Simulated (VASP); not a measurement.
```yaml
crystal:
  lattice:
    - [0.00000, 3.45286, 3.45286]
    - [3.45286, 0.00000, 3.45286]
    - [3.45286, 3.45286, 0.00000]
  atoms:
    - { symbol: Sb, position: [0.25000, 0.25000, 0.25000] }
    - { symbol: Er, position: [0.00000, 0.00000, 0.00000] }
```

The base run (VASP): PBE GGA, plane waves, VASP's PBE PAW potentials (set 64). Numerical set-up: 400 eV cut-off, 8×8×8 Γ-centred mesh, first-order Methfessel-Paxton smearing of 0.10 eV, potentials Sb Er_3.

The 4f electrons are frozen in the core of the lanthanide potential, so 4f levels, which can set the real gap, and their magnetism are missing.

One setting is varied; ΔE counts from the most expensive setting. The base run took about 30 core-seconds. Times come from single runs on busy shared machines, so they are rough: good to a factor of about 2.

Pressures at a finite cut-off, here 400 eV, hold a Pulay part, which wasn't tested here.

| setting | cost over the base run | electronic steps | ΔE (meV/atom) | pressure (GPa) |
|---|---|---|---|---|
| KPOINTS 3×3×3 Γ-centred mesh | about 1/3 | 13 | 13.2 | 0.00 |
| KPOINTS 7×7×7 Γ-centred mesh | within a factor of 2 | 13 | 0.0 | -0.04 |
| base run | reference | 13 | 0.0 | -0.05 |
| KPOINTS 9×9×9 Γ-centred mesh | within a factor of 2 | 13 | 0.0 | -0.04 |
| KPOINTS 11×11×11 Γ-centred mesh | within a factor of 2 | 13 | 0.0 | -0.05 |
| KPOINTS 13×13×13 Γ-centred mesh | about 2 times | 13 | 0.0 | -0.04 |
| KPOINTS 14×14×14 Γ-centred mesh | about 4 times | 13 | 0.0 | -0.04 |

Left out are runs that failed, have no time on record or changed the cell.

The structure was generated: ErSb was put into the zincblende type (F-43m), which need not be its known phase. The cell was not relaxed at this level.
